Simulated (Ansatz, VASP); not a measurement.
## Sn2Os: VASP beside Ansatz

Wanted: the spread between two codes on one cell, functional and k mesh. The cell is generated by rule, not measured, and may not be a known phase. The cell is taken from a series of runs on this material, whose earlier steps may have relaxed, scaled, displaced or heated it; both programs get it as it stands.

Main program and level: Ansatz 0.2.0; plane waves, with VASP 6.6.1 beside it; zone-centre phonons at PBEsol.

The structure was built from a prototype and need not be the compound's stable phase.

### 1. The structure

It takes space group P4/mmm (No. 123, tetragonal). Conventional cell: a = 3.172 Å, b = 3.172 Å, c = 6.143 Å, α = 90.00°, β = 90.00°, γ = 90.00°. Nearest to Os lie 8 Sn at 2.78 Å. Nearest to Sn lie 4 Os at 2.78 Å and 1 Sn at 2.86 Å. Farther neighbours are not listed.

Coordinates:

```cif
data_structure
_symmetry_space_group_name_H-M 'P 1'
_symmetry_Int_Tables_number 1
_cell_length_a 3.1722
_cell_length_b 3.1722
_cell_length_c 6.1428
_cell_angle_alpha 90.000
_cell_angle_beta 90.000
_cell_angle_gamma 90.000
_cell_volume 61.82
loop_
_atom_site_label
_atom_site_type_symbol
_atom_site_fract_x
_atom_site_fract_y
_atom_site_fract_z
_atom_site_occupancy
Os1 Os 0.00000 0.00000 0.00000 1
Sn2 Sn 0.50000 0.50000 0.26751 1
Sn3 Sn 0.50000 0.50000 0.73249 1
```

### 2. VASP: zone-centre phonons, PBEsol

Second derivatives magnify differences that forces hide, and they need a tight electronic threshold.

Lines of VASP's logs that name or quote its potential files are left out, and so is its time.

Input file INCAR:

```
SYSTEM = Sn2Os
PREC = Accurate
ENCUT = 600
EDIFF = 1E-08
NELM = 120
ISMEAR = 1
SIGMA = 0.15
LREAL = .FALSE.
ALGO = Normal
GGA = PS
NBANDS = 24
LASPH = .TRUE.
LORBIT = 11
LWAVE = .FALSE.
LCHARG = .FALSE.
ISIF = 2
IBRION = 8
GGA_COMPAT = .FALSE.
KPAR = 2
```

Input file POSCAR:

```
Sn2Os
1.0
    3.1722495686      0.0000000000      0.0000000000
    0.0000000000      3.1722495686      0.0000000000
    0.0000000000      0.0000000000      6.1428147397
Os Sn
1 2
Direct
    0.0000000000      0.0000000000      0.0000000000
    0.5000000000      0.5000000000      0.2675124665
    0.5000000000      0.5000000000      0.7324875335
```

Input file KPOINTS:

```
Automatic mesh
0
Gamma
12 12 6
0 0 0
```

Potentials, in the order of the species: Os and Sn_d (PBE family, release 64).

On the command line:

```
> mpirun -np 2 vasp_std
```

Numbers of over 12 decimals in the logs are rounded to 6 here.

The program printed:

```text
[banner, memory and clock lines left out]
running    2 mpi-ranks, on    1 nodes
 distrk:  each k-point on    1 cores,    2 groups
 distr:  one band on    1 cores,    1 groups

 POSCAR found type information on POSCAR OsSn
 POSCAR found :  2 types and       3 ions
|                                                                             |
|               ----> ADVICE to this user running VASP <----                  |
|                                                                             |
|     You enforced a specific xc type in the INCAR file but a different       |
|     [... a line on the potential file left out ...]
|     I HOPE YOU KNOW WHAT YOU ARE DOING!                                     |
|                                                                             |

 LDA part: xc-table for (Slater+PW92), standard interpolation
 POSCAR, INCAR and KPOINTS ok, starting setup
 FFT: planning ... GRIDC
 FFT: planning ... GRID_SOFT
 FFT: planning ... GRID
 WAVECAR not read
 entering main loop
       N       E                     dE             d eps       ncg     rms          rms(c)
DAV:   1     0.335473045474E+03    0.33547E+03   -0.19905E+04  5480   0.255E+03
DAV:   2     0.199673610890E+02   -0.31551E+03   -0.30716E+03  5408   0.581E+02
DAV:   3    -0.193930296757E+02   -0.39360E+02   -0.38708E+02  6608   0.176E+02
DAV:   4    -0.207244582368E+02   -0.13314E+01   -0.13262E+01  6272   0.361E+01
DAV:   5    -0.207584278962E+02   -0.33970E-01   -0.33967E-01  7352   0.585E+00    0.120E+01
DAV:   6    -0.203081933318E+02    0.45023E+00   -0.76358E-01  6584   0.656E+00    0.514E+00
DAV:   7    -0.201881617272E+02    0.12003E+00   -0.34076E-01  6664   0.563E+00    0.254E+00
DAV:   8    -0.201684612821E+02    0.19700E-01   -0.11094E-01  6488   0.235E+00    0.286E-01
DAV:   9    -0.201662825973E+02    0.21787E-02   -0.96778E-03  7368   0.104E+00    0.269E-01
DAV:  10    -0.201661837753E+02    0.98822E-04   -0.18729E-03  6176   0.287E-01    0.956E-02
DAV:  11    -0.201661737605E+02    0.10015E-04   -0.91025E-05  7480   0.836E-02    0.463E-02
DAV:  12    -0.201661749585E+02   -0.11980E-05   -0.14897E-05  7560   0.260E-02    0.488E-03
DAV:  13    -0.201661747235E+02    0.23495E-06   -0.10965E-06  6520   0.864E-03    0.349E-03
DAV:  14    -0.201661745870E+02    0.13656E-06   -0.17085E-07  7544   0.315E-03    0.965E-04
DAV:  15    -0.201661745551E+02    0.31811E-07   -0.13918E-08  4480   0.129E-03    0.446E-04
DAV:  16    -0.201661745434E+02    0.11747E-07   -0.31416E-09  3608   0.473E-04    0.188E-04
DAV:  17    -0.201661745398E+02    0.36298E-08   -0.63421E-10  3488   0.225E-04
   1 F= -.20166175E+02 E0= -.20166858E+02  d E =0.205044E-02
 Linear response reoptimize wavefunctions to high precision
DAV:   1    -0.201661745377E+02    0.21100E-08   -0.17310E-10  3488   0.147E-04
DAV:   2    -0.201661745377E+02    0.18190E-11   -0.59302E-11  3288   0.720E-05
 Linear response DOF=           4
 Linear response progress:
  Degree of freedom:   1/  4
       N       E                     dE             d eps       ncg     rms          rms(c)
RMM:   1    -0.213234269486E+00   -0.21323E+00   -0.11016E-01 16508   0.162E+00
RMM:   2    -0.213549663072E+00   -0.31539E-03   -0.23564E-03 14827   0.332E-01    0.148E-01
RMM:   3    -0.213435241682E+00    0.11442E-03   -0.19769E-04 17081   0.881E-02    0.878E-02
RMM:   4    -0.213630509583E+00   -0.19527E-03   -0.16509E-04 17090   0.776E-02    0.837E-03
RMM:   5    -0.213618865327E+00    0.11644E-04   -0.36933E-06 17036   0.135E-02    0.290E-03
RMM:   6    -0.213613167596E+00    0.56977E-05   -0.23520E-07 17461   0.354E-03    0.613E-04
RMM:   7    -0.213610352651E+00    0.28149E-05   -0.23033E-08 17535   0.921E-04    0.318E-04
RMM:   8    -0.213607696330E+00    0.26563E-05   -0.49052E-09 17579   0.359E-04    0.897E-05
RMM:   9    -0.213607284308E+00    0.41202E-06   -0.61019E-09 17772   0.118E-04    0.258E-05
RMM:  10    -0.213607140262E+00    0.14405E-06   -0.73312E-10 18212   0.385E-05    0.555E-06
RMM:  11    -0.213607159126E+00   -0.18865E-07    0.52280E-09 18573   0.188E-05    0.183E-06
RMM:  12    -0.213607160486E+00   -0.13600E-08   -0.31156E-09 16178   0.131E-05    0.342E-07
 first order change of Fermi-energy   0.29481E-03
 force on displaced ion       1 direction 1 :  -5.279  -0.000   0.000
 Linear response progress:
  Degree of freedom:   2/  4
       N       E                     dE             d eps       ncg     rms          rms(c)
RMM:   1    -0.254190652215E+00   -0.25419E+00   -0.13171E-01 12215   0.207E+00
RMM:   2    -0.247951637179E+00    0.62390E-02   -0.17683E-03  8427   0.820E-01    0.157E-01
RMM:   3    -0.247928911526E+00    0.22726E-04   -0.13311E-05  8644   0.364E-01    0.861E-02
RMM:   4    -0.248015419478E+00   -0.86508E-04    0.59989E-04  9497   0.119E-01    0.331E-02
RMM:   5    -0.248219617248E+00   -0.20420E-03    0.27354E-04  9666   0.464E-02    0.655E-03
RMM:   6    -0.248243563103E+00   -0.23946E-04    0.94417E-05  9369   0.105E-02    0.983E-04
RMM:   7    -0.248244474075E+00   -0.91097E-06    0.42638E-05  9699   0.332E-03    0.515E-04
RMM:   8    -0.248242275854E+00    0.21982E-05    0.16411E-05  9328   0.136E-03    0.141E-04
RMM:   9    -0.248242541713E+00   -0.26586E-06    0.69085E-06 10015   0.549E-04    0.609E-05
RMM:  10    -0.248243266044E+00   -0.72433E-06    0.21328E-06  9567   0.226E-04    0.318E-05
RMM:  11    -0.248243228560E+00    0.37484E-07    0.86962E-07  9765   0.927E-05    0.930E-06
RMM:  12    -0.248243334919E+00   -0.10636E-06    0.32423E-07 10373   0.393E-05    0.340E-06
RMM:  13    -0.248243352659E+00   -0.17740E-07    0.10035E-07 10281   0.194E-05    0.505E-07
RMM:  14    -0.248243361444E+00   -0.87855E-08    0.28023E-08  8953   0.130E-05    0.549E-07
 first order change of Fermi-energy   0.67696E-03
 force on displaced ion       1 direction 3 :   0.000  -0.000  -9.540
 Linear response progress:
  Degree of freedom:   3/  4
       N       E                     dE             d eps       ncg     rms          rms(c)
RMM:   1    -0.204989498207E+00   -0.20499E+00    0.10411E+00 15646   0.132E+01
RMM:   2    -0.211017753766E+00   -0.60283E-02   -0.17531E-02 22648   0.100E+00    0.652E-02
RMM:   3    -0.211159528109E+00   -0.14177E-03   -0.12205E-03 24053   0.271E-01    0.320E-02
RMM:   4    -0.211103169418E+00    0.56359E-04   -0.93496E-05 24695   0.776E-02    0.150E-02
RMM:   5    -0.211080834575E+00    0.22335E-04   -0.70746E-06 24339   0.258E-02    0.275E-03
RMM:   6    -0.211079064606E+00    0.17700E-05   -0.12244E-06 24659   0.822E-03    0.129E-03
RMM:   7    -0.211078175792E+00    0.88881E-06    0.79437E-07 25516   0.296E-03    0.620E-04
RMM:   8    -0.211077159394E+00    0.10164E-05   -0.96452E-08 24910   0.109E-03    0.459E-05
RMM:   9    -0.211076882317E+00    0.27708E-06    0.77577E-08 25166   0.480E-04    0.269E-05
RMM:  10    -0.211076683877E+00    0.19844E-06   -0.39901E-09 25433   0.238E-04    0.147E-05
RMM:  11    -0.211076427472E+00    0.25640E-06   -0.47580E-08 25072   0.143E-04    0.933E-06
RMM:  12    -0.211076463244E+00   -0.35772E-07   -0.32890E-08 26320   0.907E-05    0.459E-06
RMM:  13    -0.211076400587E+00    0.62657E-07   -0.25879E-08 24977   0.643E-05    0.804E-07
RMM:  14    -0.211076416401E+00   -0.15813E-07   -0.24992E-08 21438   0.483E-05    0.173E-06
RMM:  15    -0.211076416651E+00   -0.24987E-09   -0.15063E-08 13913   0.385E-05    0.216E-06
 first order change of Fermi-energy   0.72351E-05
 force on displaced ion       2 direction 1 :  -3.027   0.000   0.001
 Linear response progress:
  Degree of freedom:   4/  4
       N       E                     dE             d eps       ncg     rms          rms(c)
RMM:   1    -0.229443576127E+00   -0.22944E+00    0.88537E-01  6605   0.124E+01
RMM:   2    -0.236258436456E+00   -0.68149E-02   -0.21389E-02  9574   0.111E+00    0.162E-01
RMM:   3    -0.236340008767E+00   -0.81572E-04   -0.16627E-03  9806   0.318E-01    0.103E-01
RMM:   4    -0.236283347865E+00    0.56661E-04   -0.19079E-04 10250   0.107E-01    0.484E-02
RMM:   5    -0.236254395669E+00    0.28952E-04   -0.26109E-05 10020   0.434E-02    0.186E-02
RMM:   6    -0.236258490431E+00   -0.40948E-05    0.24505E-07 10477   0.136E-02    0.282E-03
RMM:   7    -0.236264750705E+00   -0.62603E-05    0.13193E-06  9272   0.650E-03    0.997E-04
RMM:   8    -0.236264858314E+00   -0.10761E-06   -0.63049E-07 10864   0.254E-03    0.840E-04
RMM:   9    -0.236264384885E+00    0.47343E-06   -0.53478E-07 10573   0.966E-04    0.582E-04
RMM:  10    -0.236263797147E+00    0.58774E-06   -0.37259E-07 10604   0.537E-04    0.158E-04
RMM:  11    -0.236263896683E+00   -0.99536E-07   -0.63370E-08  9697   0.267E-04    0.657E-05
RMM:  12    -0.236263862306E+00    0.34377E-07    0.63112E-09 11075   0.146E-04    0.221E-05
RMM:  13    -0.236263796359E+00    0.65947E-07   -0.29968E-08 11065   0.789E-05    0.558E-06
RMM:  14    -0.236263760756E+00    0.35603E-07   -0.19868E-09 10166   0.463E-05    0.245E-06
RMM:  15    -0.236263740516E+00    0.20240E-07   -0.10875E-08 10936   0.315E-05    0.557E-07
RMM:  16    -0.236263740927E+00   -0.41097E-09    0.57103E-09  9084   0.231E-05    0.375E-07
 first order change of Fermi-energy  -0.13945E+00
 force on displaced ion       2 direction 3 :  -0.000   0.000 -13.425
 Linear response finished
```

OUTCAR, selected parts (step 2):

```text
ion  position               nearest neighbor table
   1  0.000  0.000  0.000-   2 2.78   3 2.78   2 2.78   3 2.78   2 2.78   3 2.78   2 2.78   3 2.78

  LATTYP: Found a simple tetragonal cell.
 ALAT       =     3.1722495686
 C/A-ratio  =     1.9364222792

 Subroutine GETGRP returns: Found 16 space group operations
 (whereof 16 operations were pure point group operations)

The static configuration has the point symmetry D_4h.

 Found    112 irreducible k-points:

   k-points           NKPTS =    112   k-points in BZ     NKDIM =    112   number of bands    NBANDS=     24

   dimension x,y,z NGX =    28 NGY =   28 NGZ =   50
   dimension x,y,z NGXF=    56 NGYF=   56 NGZF=  100

   ENCUT  =  600.0 eV  44.10 Ry    6.64 a.u.   6.34  6.34 12.27*2*pi/ulx,y,z

   NELECT =      36.0000    total number of electrons

 k-points in reciprocal lattice and weights: Automatic mesh
   0.00000000  0.00000000  0.00000000       0.001
   0.08333333  0.00000000  0.00000000       0.005
   0.16666667  0.00000000  0.00000000       0.005
   0.25000000  0.00000000  0.00000000       0.005
   0.33333333  0.00000000  0.00000000       0.005
   0.41666667  0.00000000  0.00000000       0.005
   0.50000000  0.00000000  0.00000000       0.002
   0.08333333  0.08333333  0.00000000       0.005
   0.16666667  0.08333333  0.00000000       0.009
[...]
0.50000000  0.41666667  0.50000000       0.005
   0.50000000  0.50000000  0.50000000       0.001

 average (electrostatic) potential at core
       1 -42.2594       2 -97.5322       3 -97.5322

  Total        0.0552773      0.0552773      0.0433154      0.0000000      0.0000000      0.0000000
  in kB        1.4327010      1.4327010      1.1226669      0.0000000      0.0000000      0.0000000
  external PRESSURE =       1.3293563 kB  Pullay stress =       0.0000000 kB

  energy-cutoff  :      600.00
  volume of cell :       61.82
      direct lattice vectors                 reciprocal lattice vectors
     3.172249569  0.000000000  0.000000000     0.315233710  0.000000000  0.000000000
     0.000000000  3.172249569  0.000000000     0.000000000  0.315233710  0.000000000
     0.000000000  0.000000000  6.142814740     0.000000000  0.000000000  0.162791821

 POSITION                                       TOTAL-FORCE (eV/Angst)
 -----------------------------------------------------------------------------------
      0.00000      0.00000      0.00000         0.000000      0.000000     -0.000000
      1.58612      1.58612      1.64328        -0.000000     -0.000000      0.009795
      1.58612      1.58612      4.49954         0.000000     -0.000000     -0.009795
 -----------------------------------------------------------------------------------
    total drift:                                0.000000      0.000000     -0.000000

 Eigenvectors and eigenvalues of the dynamical matrix
 ----------------------------------------------------

   1 f  =    6.742905 THz    42.366925 2PiTHz  224.919116 cm-1    27.886404 meV
             X         Y         Z           dx          dy          dz
      0.000000  0.000000  0.000000     0.000000    0.000000    0.000000
      1.586125  1.586125  1.643280     0.000000    0.000000    0.707107
      1.586125  1.586125  4.499535    -0.000000   -0.000000   -0.707107

   2 f  =    4.697976 THz    29.518254 2PiTHz  156.707613 cm-1    19.429259 meV
             X         Y         Z           dx          dy          dz
      0.000000  0.000000  0.000000     0.000000    0.000000   -0.745263
      1.586125  1.586125  1.643280    -0.000000   -0.000000    0.471478
      1.586125  1.586125  4.499535    -0.000000   -0.000000    0.471478

   3 f  =    3.499152 THz    21.985819 2PiTHz  116.719137 cm-1    14.471322 meV
             X         Y         Z           dx          dy          dz
      0.000000  0.000000  0.000000     0.744302   -0.003359   -0.000000
      1.586125  1.586125  1.643280    -0.472226    0.002131    0.000000
      1.586125  1.586125  4.499535    -0.472226    0.002131   -0.000000

   4 f  =    3.499152 THz    21.985819 2PiTHz  116.719137 cm-1    14.471322 meV
             X         Y         Z           dx          dy          dz
      0.000000  0.000000  0.000000    -0.003359   -0.744302   -0.000000
      1.586125  1.586125  1.643280     0.002131    0.472226   -0.000000
      1.586125  1.586125  4.499535     0.002131    0.472226   -0.000000

   5 f  =    2.646376 THz    16.627668 2PiTHz   88.273587 cm-1    10.944525 meV
             X         Y         Z           dx          dy          dz
      0.000000  0.000000  0.000000    -0.000000    0.000000   -0.000000
      1.586125  1.586125  1.643280     0.706837    0.019516    0.000000
      1.586125  1.586125  4.499535    -0.706837   -0.019516   -0.000000

   6 f  =    2.646376 THz    16.627668 2PiTHz   88.273587 cm-1    10.944525 meV
             X         Y         Z           dx          dy          dz
      0.000000  0.000000  0.000000     0.000000   -0.000000   -0.000000
      1.586125  1.586125  1.643280     0.019516   -0.706837   -0.000000
      1.586125  1.586125  4.499535    -0.019516    0.706837   -0.000000

   7 f/i=    0.000965 THz     0.006062 2PiTHz    0.032183 cm-1     0.003990 meV
             X         Y         Z           dx          dy          dz
      0.000000  0.000000  0.000000    -0.000000    0.000000   -0.666771
      1.586125  1.586125  1.643280    -0.000000    0.000000   -0.526980
      1.586125  1.586125  4.499535    -0.000000    0.000000   -0.526980

   8 f/i=    0.004282 THz     0.026906 2PiTHz    0.142838 cm-1     0.017710 meV
             X         Y         Z           dx          dy          dz
      0.000000  0.000000  0.000000     0.360082   -0.562445   -0.000000
      1.586125  1.586125  1.643280     0.283773   -0.443251   -0.000000
      1.586125  1.586125  4.499535     0.283773   -0.443251   -0.000000

   9 f/i=    0.004282 THz     0.026906 2PiTHz    0.142838 cm-1     0.017710 meV
             X         Y         Z           dx          dy          dz
      0.000000  0.000000  0.000000    -0.562445   -0.360082   -0.000000
      1.586125  1.586125  1.643280    -0.443251   -0.283773   -0.000000
      1.586125  1.586125  4.499535    -0.443251   -0.283773   -0.000000

 ELASTIC MODULI CONTR FROM IONIC RELAXATION (kBar)
 Direction    XX          YY          ZZ          XY          YZ          ZX
 --------------------------------------------------------------------------------
 XX        -210.5087   -210.5087   -225.7916      0.0000     -0.0000      0.0000
 YY        -210.5087   -210.5087   -225.7916      0.0000     -0.0000      0.0000
 ZZ        -225.7916   -225.7916   -242.1840      0.0000     -0.0000      0.0000
 XY           0.0000      0.0000      0.0000      0.0000      0.0000      0.0000
 YZ          -0.0000     -0.0000     -0.0000      0.0000   -425.8900     -0.0000
 ZX           0.0000      0.0000      0.0000      0.0000     -0.0000   -379.3338
 --------------------------------------------------------------------------------
```

[end of part 1 of 2]

[Lines on the potential files, build, host, timing and source positions are cut from VASP's logs without a mark.]

[Logs are printed without paths, hosts, clocks, repeated set-up lines and the standing remarks that a program may print on its own settings, such as how far it seeks lower states.]

[Hosts, paths, dates, database ids (printed as entryN), source tags and the programs' standing remarks are cut or masked in the printed files.]
